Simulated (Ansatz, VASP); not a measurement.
## K6Ca4Ti2Zn3Si15O44 in two plane-wave programs

Aim: how closely do two programs agree when they are given the same cell, functional and k mesh? The structure shown is frame 97 of Ansatz's trajectory.

Calculated with Ansatz 0.2.0; plane waves, with VASP 6.6.1 beside it; single point at PBE.

## 1. The starting structure

The cell holds 74 atoms: 15 Si, 6 K, 4 Ca, 3 Zn, 2 Ti and 44 O. Its edges and angles: a = 10.207 Å, b = 10.207 Å, c = 10.207 Å, α = 90.0°, β = 90.0°, γ = 90.0°. As first built, before any earlier steps moved the atoms (in the runner's words): 74 atoms (15 Si, 6 K, 4 Ca, 3 Zn, 2 Ti, 44 O) placed at random at 2.74 g/cm^3, melted at 4000 K for 10 ps at fixed volume with the Morse and Coulomb pair potential with partial charges (Pedone, Malavasi, Menziani, Cormack and Segre, J. Phys. Chem. B 110, 11780 (2006)). Quenched from 4000 K to 300 K at 20 K/ps and fixed volume, held 10 ps at zero pressure.

## 2. Ansatz: dynamics, PBE

Ansatz runs on its default PAW (the set named soft_2) files.

One frame of this run of dynamics is then solved in both programs, so the motion causes no difference.

input.yaml

```yaml
crystal:
  lattice:
    - [10.20688, 0.0, 0.0]
    - [0.0, 10.20688, 0.0]
    - [0.0, 0.0, 10.20688]
  atoms:
    - { symbol: Si, position: [0.442, 0.73706, 0.35994] }
    - { symbol: Si, position: [0.16683, 0.64639, 0.31393] }
    - { symbol: Si, position: [0.47168, 0.13615, 0.50954] }
    - { symbol: Si, position: [0.99495, 0.12124, 0.64351] }
    - { symbol: Si, position: [0.1379, 0.2785, 0.86349] }
    - { symbol: Si, position: [0.73511, 0.73314, 0.68222] }
    - { symbol: Si, position: [0.8343, 0.49686, 0.03948] }
    - { symbol: Si, position: [0.21585, 0.0498, 0.04634] }
    - { symbol: Si, position: [0.13822, 0.53728, 0.59956] }
    - { symbol: Si, position: [0.0914, 0.57704, 0.89898] }
    - { symbol: Si, position: [0.45776, 0.86304, 0.62872] }
    - { symbol: Si, position: [0.38532, 0.36341, 0.70114] }
    - { symbol: Si, position: [0.57823, 0.5319, 0.85533] }
    - { symbol: Si, position: [0.87274, 0.93717, 0.86378] }
    - { symbol: Si, position: [0.60826, 0.88278, 0.14552] }
    - { symbol: K, position: [0.16419, 0.86685, 0.73247] }
    - { symbol: K, position: [0.83579, 0.39529, 0.68792] }
    - { symbol: K, position: [0.18954, 0.27205, 0.36258] }
    - { symbol: K, position: [0.35598, 0.44094, 0.12188] }
    - { symbol: K, position: [0.47564, 0.07414, 0.87142] }
    - { symbol: K, position: [0.77089, 0.91353, 0.40108] }
    - { symbol: Ca, position: [0.68395, 0.21619, 0.05329] }
    - { symbol: Ca, position: [0.88859, 0.56913, 0.39611] }
    - { symbol: Ca, position: [0.94004, 0.12497, 0.08338] }
    - { symbol: Ca, position: [0.19514, 0.95172, 0.37256] }
    - { symbol: Zn, position: [0.46852, 0.16475, 0.20998] }
    - { symbol: Zn, position: [0.63162, 0.47445, 0.30058] }
    - { symbol: Zn, position: [0.93652, 0.78631, 0.11513] }
    - { symbol: Ti, position: [0.36533, 0.76036, 0.94458] }
    - { symbol: Ti, position: [0.77268, 0.23238, 0.42047] }
    - { symbol: O, position: [0.12058, 0.14334, 0.95109] }
    - { symbol: O, position: [0.4321, 0.27019, 0.57917] }
    - { symbol: O, position: [0.28282, 0.47652, 0.65329] }
    - { symbol: O, position: [0.60875, 0.82048, 0.62657] }
    - { symbol: O, position: [0.29724, 0.72793, 0.28405] }
    - { symbol: O, position: [0.78427, 0.04235, 0.93258] }
    - { symbol: O, position: [0.13487, 0.42214, 0.91787] }
    - { symbol: O, position: [0.83067, 0.71681, 0.56907] }
    - { symbol: O, position: [0.56057, 0.33104, 0.20346] }
    - { symbol: O, position: [0.45097, 0.01668, 0.60954] }
    - { symbol: O, position: [0.62668, 0.14718, 0.46717] }
    - { symbol: O, position: [0.20244, 0.67143, 0.95239] }
    - { symbol: O, position: [0.33447, 0.15409, 0.06814] }
    - { symbol: O, position: [0.78944, 0.81667, 0.80634] }
    - { symbol: O, position: [0.13489, 0.02815, 0.17535] }
    - { symbol: O, position: [0.16415, 0.63774, 0.48024] }
    - { symbol: O, position: [0.69784, 0.49644, 0.95351] }
    - { symbol: O, position: [0.83603, 0.17707, 0.2697] }
    - { symbol: O, position: [0.50351, 0.59988, 0.36503] }
    - { symbol: O, position: [0.88073, 0.34677, 0.01618] }
    - { symbol: O, position: [0.11887, 0.07537, 0.55866] }
    - { symbol: O, position: [0.98102, 0.8872, 0.95498] }
    - { symbol: O, position: [0.65505, 0.61221, 0.74017] }
    - { symbol: O, position: [0.74106, 0.39569, 0.4435] }
    - { symbol: O, position: [0.542, 0.83006, 0.28858] }
    - { symbol: O, position: [0.87998, 0.16971, 0.54607] }
    - { symbol: O, position: [0.76239, 0.84852, 0.14888] }
    - { symbol: O, position: [0.79946, 0.53868, 0.18268] }
    - { symbol: O, position: [0.28015, 0.92292, 0.98066] }
    - { symbol: O, position: [0.95026, 0.58465, 0.97967] }
    - { symbol: O, position: [0.46278, 0.60723, 0.91308] }
    - { symbol: O, position: [0.14791, 0.50511, 0.25453] }
    - { symbol: O, position: [0.50676, 0.40864, 0.79226] }
    - { symbol: O, position: [0.03895, 0.44457, 0.53461] }
    - { symbol: O, position: [0.51388, 0.8225, 0.03692] }
    - { symbol: O, position: [0.38878, 0.10838, 0.3751] }
    - { symbol: O, position: [0.58298, 0.03843, 0.14925] }
    - { symbol: O, position: [0.38778, 0.80372, 0.49452] }
    - { symbol: O, position: [0.04177, 0.72851, 0.27435] }
    - { symbol: O, position: [0.08431, 0.60385, 0.74267] }
    - { symbol: O, position: [0.29034, 0.27035, 0.79943] }
    - { symbol: O, position: [0.39304, 0.81646, 0.7607] }
    - { symbol: O, position: [0.93764, 0.01026, 0.73391] }
    - { symbol: O, position: [0.04251, 0.24444, 0.74592] }
kpoints:
  mp_grid: { grid: [1, 1, 1] }
hamiltonian:
  xc: pbe
scf:
  occupations: { method: gaussian, width: 0.05 }
output:
  forces: true
md:
  timestep: 1.0
  n_steps: 291
  ensemble: nvt_nose_hoover
  temperature: 300
  initial_velocities: maxwell_boltzmann
  seed: 1040
```

The run is started by

```
> ansatz run input.yaml --threads 4 --pin off --max-ram 8192MiB --backend cpu --events-out ev --progress --plain --runs-dir out
```

Numbers of over 12 decimals in the logs are rounded to 6 here.

Output:

```text
Warning: md: disabling space-group detection — thermal motion breaks the input geometry's symmetry, so no spatial operation reduces the k-mesh or symmetrises the density; time reversal is kept, so that k and −k are solved as one point where they differ and the mesh holds both, and exact exchange and, on two spinor components, a DFT+U term hold to it where the run has them: on two components no moment then forms, and  [...]
Engine: ansatz 0.2.0, aarch64-unknown-linux-gnu
Pseudopotentials: kind: paw
Pseudopotential: Si, paw, valence charge 4, recommended cutoff 420 eV (normal), Si.paw.azcp
Pseudopotential: K, paw, valence charge 9, recommended cutoff 420 eV (normal), K.paw.azcp
Pseudopotential: Ca, paw, valence charge 10, recommended cutoff 420 eV (normal), Ca.paw.azcp
Pseudopotential: Zn, paw, valence charge 12, recommended cutoff 420 eV (normal), Zn.paw.azcp
Pseudopotential: Ti, paw, valence charge 12, recommended cutoff 420 eV (normal), Ti.paw.azcp
Pseudopotential: O, paw, valence charge 6, recommended cutoff 420 eV (normal), O.paw.azcp
Functional definition: PBE
  parameter kappa = 0.804
  parameter beta = 0.066725
  exchange = pbe_x(kappa = kappa, mu = beta*pi^2/3)
  correlation = pbe_c(beta = beta)
Crystal: 74 atoms, lattice volume = 1063.357 Å³
Basis set: ecut = 420 eV, 20719 PW (Γ), exchange–correlation on 144×144×144 points (8 copies of the dense FFT grid, shifted against one another)
Bands: 313, of which v1, the nominal top of the filled ones, is band 239 counted from 1 (238 counted from 0)
Symmetry: 1 space group operations
k-points: 1
Non-local potential: Si, projectors of the file, l = 0: 2, l = 1: 2, l = 2: 2
Non-local potential: K, projectors of the file, l = 0: 3, l = 1: 2, l = 2: 2
Non-local potential: Ca, projectors of the file, l = 0: 3, l = 1: 2, l = 2: 2
Non-local potential: Zn, projectors of the file, l = 0: 2, l = 1: 2, l = 2: 3, l = 3: 1
Non-local potential: Ti, projectors of the file, l = 0: 3, l = 1: 2, l = 2: 3, l = 3: 1
Non-local potential: O, projectors of the file, l = 0: 2, l = 1: 2, l = 2: 1
PAW form: soft (Blöchl's): semilocal exchange-correlation on the pseudo side does not see the compensation charge
PAW one-centre angular grid: Si, 110 points (default); XC on 64 Gauss nodes
PAW one-centre angular grid: K, 110 points (default); XC on 64 Gauss nodes
PAW one-centre angular grid: Ca, 110 points (default); XC on 64 Gauss nodes
PAW one-centre angular grid: Zn, 590 points (default); XC on 64 Gauss nodes
PAW one-centre angular grid: Ti, 590 points (default); XC on 64 Gauss nodes
PAW one-centre angular grid: O, 110 points (default); XC on 64 Gauss nodes
Initial density: superposition of atomic densities (neutral atoms: chi_scale 0, normalization atom), corrected by the library's trained network
Initial wavefunctions: pseudopotential atomic-orbital guess
Functional: x = pbe(κ = 0.804, μ = 0.219515), c = pbe(β = 0.066725)
SCF iter   1: F=—  HF=-66030.885119 eV  |F-HF|=—  |Δ(HF+E_count)|=         —  Δρ=2.57e-3  dr2=9.85e-2  ethr=1.77e-3  ⟨swp⟩=6.0  Hψ=1366  notcnv=0  defer=64
preconditioner: auto → Resta (q_TF=auto, 2.388 Å⁻¹)  ε∞=3.6  [insulator: Δε(μ)=2.437 eV  Ē_g=14.741 eV  σ=0.050 eV  W_gap=1.00  n_scr=250 (ndim 8)  ℏωp=23.9 eV  f_vac=0.134  D(μ)=0.00/eV (n_scr^D=0)  ε∞_Penn≈3.6]
SCF iter   2: F=—  HF=-66030.875347 eV  |F-HF|=—  |Δ(HF+E_count)|=   9.77e-3  Δρ=1.41e-3  dr2=2.25e-2  ethr=2.06e-5  ⟨swp⟩=2.0  Hψ=550  notcnv=0  defer=69
SCF iter   3: F=—  HF=-66030.874939 eV  |F-HF|=—  |Δ(HF+E_count)|=   4.08e-4  Δρ=6.49e-4  dr2=7.61e-3  ethr=4.71e-6  ⟨swp⟩=2.0  Hψ=411  notcnv=0  defer=69
SCF iter   4: F=—  HF=-66030.874617 eV  |F-HF|=—  |Δ(HF+E_count)|=   3.22e-4  Δρ=3.72e-4  dr2=1.90e-3  ethr=1.59e-6  ⟨swp⟩=2.0  Hψ=486  notcnv=0  defer=69
SCF iter   5: F=—  HF=-66030.874374 eV  |F-HF|=—  |Δ(HF+E_count)|=   2.43e-4  Δρ=1.79e-4  dr2=4.34e-4  ethr=3.98e-7  ⟨swp⟩=2.0  Hψ=481  notcnv=0  defer=69
SCF iter   6: F=—  HF=-66030.874390 eV  |F-HF|=—  |Δ(HF+E_count)|=   1.65e-5  Δρ=7.75e-5  dr2=7.34e-5  ethr=9.08e-8  ⟨swp⟩=2.0  Hψ=481  notcnv=0  defer=69
SCF iter   7: F=—  HF=-66030.876097 eV  |F-HF|=—  |Δ(HF+E_count)|=   1.71e-3  Δρ=3.59e-5  dr2=1.40e-5  ethr=1.54e-8  ⟨swp⟩=2.0  Hψ=474  notcnv=0  defer=69
SCF iter   8: F=—  HF=-66030.876100 eV  |F-HF|=—  |Δ(HF+E_count)|=   3.44e-6  Δρ=1.28e-5  dr2=2.07e-6  ethr=2.93e-9  ⟨swp⟩=2.0  Hψ=477  notcnv=0  defer=69
SCF iter   9: F=—  HF=-66030.876102 eV  |F-HF|=—  |Δ(HF+E_count)|=   1.50e-6  Δρ=7.19e-6  dr2=6.29e-7  ethr=4.33e-10  ⟨swp⟩=2.0  Hψ=477  notcnv=0  defer=69
[...]
automatic band count: iteration 1 solves 277 bands in place of 313: the levels show a gap, and the empty bands left out lie too high to hold charge; the band table lists the bands solved (type scf.n_extra_bands for more)
md step   284: t =   284.00 fs  T =   337.8 K  F+E_penalty+E_count = -66034.46462991 eV  E_kin = 3.187293 eV  conserved = -66028.05784654 eV  (4 SCF iters)
[...]
md step   285: t =   285.00 fs  T =   333.3 K  F+E_penalty+E_count = -66034.43063609 eV  E_kin = 3.144725 eV  conserved = -66028.05765405 eV  (4 SCF iters)
[...]
md step   286: t =   286.00 fs  T =   328.4 K  F+E_penalty+E_count = -66034.39332283 eV  E_kin = 3.098929 eV  conserved = -66028.05747568 eV  (3 SCF iters)
[...]
md step   287: t =   287.00 fs  T =   323.5 K  F+E_penalty+E_count = -66034.35559728 eV  E_kin = 3.052806 eV  conserved = -66028.05733450 eV  (3 SCF iters)
[...]
md step   288: t =   288.00 fs  T =   318.8 K  F+E_penalty+E_count = -66034.31976002 eV  E_kin = 3.008642 eV  conserved = -66028.05725166 eV  (3 SCF iters)
[...]
md step   289: t =   289.00 fs  T =   314.5 K  F+E_penalty+E_count = -66034.28722446 eV  E_kin = 2.967849 eV  conserved = -66028.05723165 eV  (4 SCF iters)
md step   290: t =   290.00 fs  T =   310.6 K  F+E_penalty+E_count = -66034.25843011 eV  E_kin = 2.930876 eV  conserved = -66028.05726226 eV  (9 SCF iters)
[...]
md step   291: t =   291.00 fs  T =   307.1 K  F+E_penalty+E_count = -66034.23298450 eV  E_kin = 2.897349 eV  conserved = -66028.05732337 eV  (9 SCF iters)
SCF converged after 9 iterations
Free energy (F): -66034.232985 eV
Harris-Foulkes:  -66034.232984 eV  (|F-HF|=5.95e-9)
Internal energy: -66034.232985 eV  (E = F + TS)
E sigma→0 (E₀):  -66034.232985 eV
Fermi energy:    5.449982 eV
--- Per-component energies (eV) ---
  E_band       = -2657.617943
  E_kinetic    = 12054.087700
  E_local      = -37098.498203  (includes V_loc(G=0)·N_el)
  E_nonlocal   = 4664.882090
  E_hartree    = 14150.887485
  E_xc         = -6074.975638
  E_vxc        = -6963.564913  (∫ρ·V_xc dr)
  E_paw        = -30383.953973  (= ΣΔE_a)
  E_vpaw       = -3616.411522  (= ΣTr[D̂ρ^β])
  E_aug_tail   = 0.109565  (compensation charges beyond the density's cutoff)
  E_ewald      = -23346.772010
  E_smearing   = -0.000000  (= −TS)
  E_closure    = -0.000000  (closes the sum)
  Σ components = -66034.232985   (vs F -66034.232985, Δ=0.00e0)
--- Forces (eV/Å), atoms counted from 1 ---
  atom   1  Si    -0.00660088    -0.42283953     0.62321394
  atom   2  Si    -0.24579796    -0.66888966     0.27236310
  atom   3  Si    -1.01272749     0.65932283     0.49770794
  atom   4  Si     2.03368440    -0.13940659     2.07706259
  atom   5  Si    -1.02796199    -0.30435905    -1.15740025
  atom   6  Si    -0.01767598    -0.58497509     1.05952536
  atom   7  Si     0.92641746    -0.32859451    -1.54952608
  atom   8  Si     0.88415524     0.76729450     0.77118457
  atom   9  Si     0.91280657    -0.22439913    -0.57365541
  atom  10  Si    -1.68816574    -1.03291421    -0.84241064
  atom  11  Si     0.06716263    -2.56521458    -1.27032552
  atom  12  Si     0.05911108    -0.11791370    -0.52955266
  atom  13  Si     2.47486485     0.19687235     0.30678040
  atom  14  Si    -0.00403503    -0.68953600     1.13147669
  atom  15  Si    -2.24126635    -0.05991425     2.41294365
  atom  16  K     -0.49922605     0.27071321    -0.25176505
  atom  17  K     -0.01288604     0.13510127     0.10299025
  atom  18  K      0.24946063    -0.31649219    -0.02860671
  atom  19  K      0.14076964     0.15381159    -0.10056287
  atom  20  K     -0.02722441     0.03526122    -0.01268586
  atom  21  K     -0.03502071    -0.77395909     0.18839852
  atom  22  Ca     1.06369819     0.23637644    -1.01343669
  atom  23  Ca     0.01081080     0.56392088    -0.43924382
  atom  24  Ca    -0.49151083    -0.24727996    -0.20994096
[...]
atom  67  O     -0.17663144     0.66701253    -0.07717742
  atom  68  O     -0.06800579    -0.07534559     0.45733912
  atom  69  O     -0.18607390     0.09838709    -0.13071064
  atom  70  O      0.13988571     0.23047324     1.50808696
  atom  71  O     -0.66837646    -0.62982446     1.40998265
  atom  72  O     -0.38482694     0.97929248    -0.37662139
  atom  73  O      0.78837612    -0.12105059    -1.50487407
  atom  74  O      0.24451261    -0.63539120     0.34393932
  max |Σ_I F_I| component: 1.48e-4 eV/Å
--- MD trajectory: 291 steps, t = 0.0 → 291.0 fs ---
  final state: T = 307.1 K   F+E_penalty+E_count = -66034.23298450 eV   E_kin = 2.897349 eV
  conserved energy: peak-to-peak 1.362e-2 eV (1.841e-4 eV/atom) over 291.0 fs
```

[end of part 1 of 2]

[Lines on the potential files, build, host, timing and source positions are cut from VASP's logs without a mark.]

[Logs are printed without paths, hosts, clocks, repeated set-up lines and the standing remarks that a program may print on its own settings, such as how far it seeks lower states.]

[Hosts, paths, dates, database ids (printed as entryN), source tags and the programs' standing remarks are cut or masked in the printed files.]
